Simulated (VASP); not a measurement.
Output of a VASP run:

### OUTCAR
```
 ion  position               nearest neighbor table
   1  0.664  0.664  0.000-   2 2.59   3 2.63   3 2.63   3 2.63   3 2.63   3 2.65   2 2.66   2 2.66
                             2 2.66   2 2.66
   2  0.336  0.336  0.000-   1 2.59   3 2.63   3 2.63   3 2.63   3 2.63   3 2.65   1 2.66   1 2.66
                             1 2.66   1 2.66
   3  0.000  0.000  0.000-   1 2.63   1 2.63   1 2.63   2 2.63   1 2.63   2 2.63   2 2.63   2 2.63
                             1 2.65   2 2.65
  LATTYP: Found a body centered tetragonal cell.
 ALAT       =     3.2351266390
 C/A-ratio  =     2.4411919886
 Subroutine PRICEL returns:
 Original cell was already a primitive cell.
 Subroutine GETGRP returns: Found 16 space group operations
The static configuration has the point symmetry D_4h.
The dynamic configuration has the point symmetry D_4h.
 Subroutine INISYM returns: Found 16 space group operations
 Subroutine IBZKPT returns following result:
 Found    163 irreducible k-points:

 Following reciprocal coordinates:
            Coordinates               Weight
  0.000000  0.000000  0.000000      1.000000
  0.083333  0.000000  0.000000      8.000000
  0.166667  0.000000  0.000000      8.000000
  0.250000  0.000000 -0.000000      8.000000
  0.333333 -0.000000  0.000000      8.000000
  0.416667 -0.000000  0.000000      8.000000
  0.500000  0.000000 -0.000000      4.000000
  0.083333  0.083333  0.000000      8.000000
  0.166667  0.083333 -0.000000     16.000000
  0.250000  0.083333 -0.000000     16.000000
  0.333333  0.083333  0.000000     16.000000
  0.416667  0.083333  0.000000     16.000000
  0.500000  0.083333 -0.000000     16.000000
 -0.416667  0.083333 -0.000000     16.000000
 -0.333333  0.083333 -0.000000     16.000000
 -0.250000  0.083333  0.000000     16.000000
 -0.166667  0.083333  0.000000     16.000000
 -0.083333  0.083333  0.000000      4.000000
  0.166667  0.166667 -0.000000      8.000000
  0.250000  0.166667 -0.000000     16.000000
  0.333333  0.166667  0.000000     16.000000
  0.416667  0.166667 -0.000000     16.000000
  0.500000  0.166667 -0.000000     16.000000
 -0.416667  0.166667 -0.000000     16.000000
 -0.333333  0.166667 -0.000000     16.000000
 -0.250000  0.166667  0.000000     16.000000
 -0.166667  0.166667  0.000000      4.000000
  0.250000  0.250000 -0.000000      8.000000
  0.333333  0.250000  0.000000     16.000000
  0.416667  0.250000  0.000000     16.000000
  0.500000  0.250000 -0.000000     16.000000
 -0.416667  0.250000 -0.000000     16.000000
 -0.333333  0.250000 -0.000000     16.000000
 -0.250000  0.250000  0.000000      4.000000
  0.333333  0.333333  0.000000      8.000000
  0.416667  0.333333  0.000000     16.000000
  0.500000  0.333333  0.000000     16.000000
 -0.416667  0.333333  0.000000     16.000000
 -0.333333  0.333333  0.000000      4.000000
  0.416667  0.416667  0.000000      8.000000
   k-points           NKPTS =    163   k-points in BZ     NKDIM =    163   number of bands    NBANDS=     15
   number of dos      NEDOS =    301   number of ions     NIONS =      3
   total plane-waves  NPLWV =  46656
   dimension x,y,z NGX =    36 NGY =   36 NGZ =   36
   dimension x,y,z NGXF=    72 NGYF=   72 NGZF=   72
   ions per type =               2   1
   PREC   = accura    normal or accurate (medium, high low for compatibility)
   ISTART =      0    job   : 0-new  1-cont  2-samecut
   ICHARG =      2    charge: 1-file 2-atom 10-const
   ISPIN  =      1    spin polarized calculation?
   LNONCOLLINEAR =      F non collinear calculations
   LSORBIT =      F    spin-orbit coupling
   INIWAV =      1    electr: 0-lowe 1-rand  2-diag
   ENCUT  =  520.0 eV  38.22 Ry    6.18 a.u.   8.49  8.49  8.49*2*pi/ulx,y,z
   NELM   =    100;   NELMIN=  2; NELMDL= -5     # of ELM steps
   EDIFF  = 0.1E-05   stopping-criterion for ELM
   LREAL  =      F    real-space projection
   NLSPLINE    = F    spline interpolate recip. space projectors
   LMAXMIX     =    4 max onsite mixed and CHGCAR
...
```

### OSZICAR
```
       N       E                     dE             d eps       ncg     rms          rms(c)
DAV:   1     0.128146101394E+03    0.12815E+03   -0.11460E+04  4898   0.139E+03
DAV:   2    -0.147478876453E+02   -0.14289E+03   -0.14126E+03  6066   0.334E+02
DAV:   3    -0.178678974709E+02   -0.31200E+01   -0.30593E+01  6522   0.444E+01
DAV:   4    -0.178848689591E+02   -0.16971E-01   -0.16967E-01  5597   0.375E+00
DAV:   5    -0.178850174232E+02   -0.14846E-03   -0.14845E-03  6661   0.332E-01    0.192E+01
DAV:   6    -0.172571558386E+02    0.62786E+00   -0.74614E+00  5632   0.181E+01    0.409E+00
DAV:   7    -0.171342271035E+02    0.12293E+00   -0.12491E+00  5496   0.716E+00    0.420E+00
DAV:   8    -0.171129547490E+02    0.21272E-01   -0.10906E-01  5814   0.276E+00    0.461E-01
DAV:   9    -0.171133510018E+02   -0.39625E-03   -0.26626E-03  6129   0.448E-01    0.240E-01
DAV:  10    -0.171134749453E+02   -0.12394E-03   -0.87609E-04  6003   0.255E-01    0.448E-02
DAV:  11    -0.171134778526E+02   -0.29073E-05   -0.25064E-04  5849   0.126E-01    0.391E-02
DAV:  12    -0.171134722144E+02    0.56382E-05   -0.39190E-05  5584   0.437E-02    0.692E-03
DAV:  13    -0.171134720361E+02    0.17830E-06   -0.10305E-06  3489   0.859E-03
   1 F= -.17113472E+02 E0= -.17113262E+02  d E =-.171135E+02
```

File OUTCAR:
```
------------------------ aborting loop because EDIFF is reached ----------------------------------------
  FORCE on cell =-STRESS in cart. coord.  units (eV):
  Direction    XX          YY          ZZ          XY          YZ          ZX
  --------------------------------------------------------------------------------------
  Total       -0.0210939     -0.0210939     -0.0194193      0.0000000      0.0000000      0.0000000
  in kB       -0.8177518     -0.8177518     -0.7528344      0.0000000      0.0000000      0.0000000
  external PRESSURE =      -0.7961127 kB  Pullay stress =       0.0000000 kB
  volume of cell :       41.33
      direct lattice vectors                 reciprocal lattice vectors
    -1.617563320  1.617563320  3.948782617     0.000000000  0.309106910  0.126621303
     1.617563320 -1.617563320  3.948782617     0.309106910  0.000000000  0.126621303
     1.617563320  1.617563320 -3.948782617     0.309106910  0.309106910  0.000000000
 POSITION                                       TOTAL-FORCE (eV/Angst)
 -----------------------------------------------------------------------------------
      0.00000      0.00000      5.24571         0.000000      0.000000     -0.003251
      0.00000      0.00000      2.65186        -0.000000     -0.000000      0.003251
      0.00000      0.00000      0.00000        -0.000000     -0.000000      0.000000
 -----------------------------------------------------------------------------------
    total drift:                               -0.000000      0.000000     -0.000000
  FREE ENERGIE OF THE ION-ELECTRON SYSTEM (eV)
  ---------------------------------------------------
  free  energy   TOTEN  =       -17.1134720361 eV

  energy  without entropy=      -17.1128413959  energy(sigma->0) =      -17.11326182

 reached required accuracy - stopping structural energy minimisation
```
(Selected blocks of OUTCAR.)

**POSCAR**
```
MoSi2
1
   -1.6175633195     1.6175633195     3.9487826166
    1.6175633195    -1.6175633195     3.9487826166
    1.6175633195     1.6175633195    -3.9487826166
Si Mo
2 1
Direct
  0.6642181158   0.6642181158   0.0000000000
  0.3357818842   0.3357818842   0.0000000000
  1.0000000000   1.0000000000   0.0000000000
```

Q: Reconstruct the remaining input files.

A: This is not unique; one that fits is the input of the run itself, optB88-vdW, plane waves, VASP's PBE PAW potentials (set 64).

**INCAR**
```
SYSTEM = MoSi2
PREC = Accurate
ENCUT = 520
EDIFF = 1E-6
NELM = 100
ALGO = Normal
LREAL = .FALSE.
LASPH = .TRUE.
ISMEAR = 1
SIGMA = 0.1
GGA = BO
PARAM1 = 0.1833333333
PARAM2 = 0.22
LUSE_VDW = .TRUE.
AGGAC = 0.0
LMAXMIX = 4
LWAVE = .FALSE.
LCHARG = .FALSE.
IBRION = 2
ISIF = 3
NSW = 60
EDIFFG = -0.02
```

KPOINTS:
```
Automatic mesh
0
Gamma
12 12 12
0 0 0
```

POTCAR, in this order: Si Mo_sv (PBE.64 set). Program: vasp_std.

The compound is MoSi2 in the MoSi2 type structure. It was relaxed first. The start is the result of an earlier pass.
